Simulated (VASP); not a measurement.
Output of a VASP run:

### OSZICAR
```
       N       E                     dE             d eps       ncg     rms          rms(c)
DAV:   1     0.199045287626E+01    0.19905E+01   -0.33821E+03   392   0.784E+02
DAV:   2    -0.182144075830E+02   -0.20205E+02   -0.18832E+02   520   0.827E+01
DAV:   3    -0.188715932922E+02   -0.65719E+00   -0.65719E+00   536   0.212E+01
DAV:   4    -0.188727091376E+02   -0.11158E-02   -0.11158E-02   512   0.895E-01
DAV:   5    -0.188727136696E+02   -0.45320E-05   -0.45320E-05   536   0.463E-02    0.626E+00
DAV:   6    -0.180115902005E+02    0.86112E+00   -0.65351E-01   416   0.477E+00    0.324E+00
DAV:   7    -0.176970829706E+02    0.31451E+00   -0.86117E-01   392   0.587E+00    0.451E-01
DAV:   8    -0.177010553510E+02   -0.39724E-02   -0.10936E-02   464   0.855E-01    0.753E-02
DAV:   9    -0.177009075602E+02    0.14779E-03   -0.41539E-04   552   0.138E-01    0.142E-02
DAV:  10    -0.177009113193E+02   -0.37591E-05   -0.11879E-05   496   0.304E-02    0.718E-03
DAV:  11    -0.177009107895E+02    0.52980E-06   -0.30056E-06   488   0.917E-03    0.142E-03
DAV:  12    -0.177009107231E+02    0.66375E-07   -0.90802E-08   352   0.216E-03
   1 F= -.17700911E+02 E0= -.17700911E+02  d E =-.177009E+02
       N       E                     dE             d eps       ncg     rms          rms(c)
DAV:   1    -0.177029124409E+02   -0.20017E-02   -0.15489E-02   488   0.938E-01    0.537E-02
DAV:   2    -0.177028871206E+02    0.25320E-04   -0.99580E-05   416   0.856E-02    0.327E-02
DAV:   3    -0.177028717758E+02    0.15345E-04   -0.51089E-05   448   0.406E-02    0.328E-03
DAV:   4    -0.177028718756E+02   -0.99823E-07   -0.99961E-07   456   0.817E-03
   2 F= -.17702872E+02 E0= -.17702872E+02  d E =-.196115E-02
       N       E                     dE             d eps       ncg     rms          rms(c)
DAV:   1    -0.177046806664E+02   -0.18089E-02   -0.65030E-02   488   0.192E+00    0.110E-01
DAV:   2    -0.177045782760E+02    0.10239E-03   -0.41697E-04   408   0.175E-01    0.668E-02
DAV:   3    -0.177045165544E+02    0.61722E-04   -0.21047E-04   456   0.826E-02    0.666E-03
DAV:   4    -0.177045168458E+02   -0.29147E-06   -0.41686E-06   416   0.166E-02    0.285E-03
DAV:   5    -0.177045170502E+02   -0.20432E-06   -0.14965E-07   472   0.314E-03    0.297E-04
DAV:   6    -0.177045170601E+02   -0.99674E-08   -0.45838E-09   200   0.586E-04
   3 F= -.17704517E+02 E0= -.17704517E+02  d E =-.360634E-02
       N       E                     dE             d eps       ncg     rms          rms(c)
DAV:   1    -0.177047518060E+02   -0.23476E-03   -0.58493E-03   384   0.739E-01    0.190E-02
DAV:   2    -0.177047498327E+02    0.19734E-05   -0.33813E-05   448   0.558E-02    0.111E-02
DAV:   3    -0.177047477111E+02    0.21216E-05   -0.50677E-06   496   0.124E-02    0.842E-04
DAV:   4    -0.177047477148E+02   -0.36880E-08   -0.65918E-08   344   0.230E-03
   4 F= -.17704748E+02 E0= -.17704748E+02  d E =-.230655E-03
       N       E                     dE             d eps       ncg     rms          rms(c)
DAV:   1    -0.177048789962E+02   -0.13129E-03   -0.12055E-02   384   0.106E+00    0.272E-02
DAV:   2    -0.177048750220E+02    0.39742E-05   -0.69814E-05   432   0.802E-02    0.159E-02
DAV:   3    -0.177048707361E+02    0.42859E-05   -0.10416E-05   496   0.177E-02    0.121E-03
DAV:   4    -0.177048707500E+02   -0.13936E-07   -0.13805E-07   424   0.331E-03
   5 F= -.17704871E+02 E0= -.17704871E+02  d E =-.353690E-03
```

**OUTCAR**
```
------------------------ aborting loop because EDIFF is reached ----------------------------------------
  FORCE on cell =-STRESS in cart. coord.  units (eV):
  Direction    XX          YY          ZZ          XY          YZ          ZX
  --------------------------------------------------------------------------------------
  Total        1.1479057      1.1479057      1.1615996      0.0000000      0.0000000      0.0000000
  in kB       32.4631423     32.4631423     32.8504097      0.0000000      0.0000000      0.0000000
  external PRESSURE =      32.5922315 kB  Pullay stress =       0.0000000 kB
  volume of cell :       56.65
      direct lattice vectors                 reciprocal lattice vectors
     4.366653033 -0.000000000  0.000000000     0.229008349  0.000000000  0.000000000
    -0.000000000  4.366653033  0.000000000     0.000000000  0.229008349  0.000000000
     0.000000000  0.000000000  2.971179408     0.000000000  0.000000000  0.336566684
 POSITION                                       TOTAL-FORCE (eV/Angst)
 -----------------------------------------------------------------------------------
      0.00000      0.00000      0.00000         0.000000      0.000000      0.000000
      2.18333      2.18333      1.48559         0.000000      0.000000      0.000000
      1.33027      1.33027      0.00000        -0.000770     -0.000770      0.000000
      3.51360      0.85306      1.48559        -0.000770      0.000770     -0.000000
      0.85306      3.51360      1.48559         0.000770     -0.000770      0.000000
      3.03638      3.03638      0.00000         0.000770      0.000770     -0.000000
 -----------------------------------------------------------------------------------
    total drift:                                0.000000     -0.000000     -0.000000
  FREE ENERGIE OF THE ION-ELECTRON SYSTEM (eV)
  ---------------------------------------------------
  free  energy   TOTEN  =       -17.7048707500 eV

  energy  without entropy=      -17.7048707500  energy(sigma->0) =      -17.70487075

 reached required accuracy - stopping structural energy minimisation
```
(Selected blocks of OUTCAR.)

File POSCAR:
```
MgH2
1
    4.3936058100     0.0000000000     0.0000000000
    0.0000000000     4.3936058100     0.0000000000
    0.0000000000     0.0000000000     2.9348375487
Mg H
2 4
Direct
  0.0000000000   0.0000000000   0.0000000000
  0.5000000000   0.5000000000   0.5000000000
  0.3043043859   0.3043043859   0.0000000000
  0.8043043859   0.1956956141   0.5000000000
  0.1956956141   0.8043043859   0.5000000000
  0.6956956141   0.6956956141   0.0000000000
```

Q: Reconstruct the remaining input files.

A: This is not unique; one that fits is the input of the run itself, PBEsol GGA, plane waves, VASP's PBE PAW potentials (set 64).

### INCAR
```
NELM=100   ! most electronic steps
LWAVE=.FALSE.
ALGO=Normal
ISMEAR=0   ! Gaussian
EDIFFG=-0.01   ! ionic stop
PREC=Accurate
NSW=30   ! most ionic steps
ENCUT=520
SYSTEM=MgH2
LCHARG=.FALSE.
SIGMA=0.05
ISIF=4   ! ions and shape, fixed volume
EDIFF=1E-7   ! SCF stop (eV)
LREAL=.FALSE.   ! projection in real space or not
IBRION=2   ! conjugate gradients
LASPH=.TRUE.   ! aspherical one-centre terms
GGA=PS
```

**KPOINTS**
```
K-points
0
gamma
 5 5 7
```

POTCAR, in this order: Mg H (PBE.64 set). Program: vasp_std.

The compound is MgH2 in the rutile structure. This cell is one point of a volume scan, at 0.94 of the reference volume. Symmetry was kept, so distortions that lower it aren't found.
